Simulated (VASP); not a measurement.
Data:

```xyz
2
Lattice="4.3655 -2.3001 0.0511 4.3655 2.3001 0.0511 3.1094 0.0000 3.8317" Properties=species:S:1:pos:R:3 pbc="T T T"
Bi     2.7466     0.0000     0.9126
Bi     9.0938     0.0000     3.0214
```

Computed with revPBE GGA, VASP's PBE PAW potentials (set 64) (plane waves; VASP). Numerical set-up: 520 eV cut-off, 10×10×10 Γ-centred mesh, first-order Methfessel-Paxton smearing of 0.10 eV, potentials Bi_d.

Unless said otherwise, spin-orbit coupling is left out, though it shifts the bands of the heavy elements here.

Problem. Estimate the energy per atom (σ→0), band gap (on the k-mesh) with the smallest direct gap where there is one.

Solution. 
```json
{
 "band gap (on the k-mesh)": "none (metal, semimetal or under 0.01 eV)",
 "energy per atom (σ→0)": "-3575 meV/atom"
}
```

The absolute energy has meaning only against runs of the same code, potentials and settings.

The compound is Bi in the a7 structure. It was relaxed first, which changed the volume by +8 %.
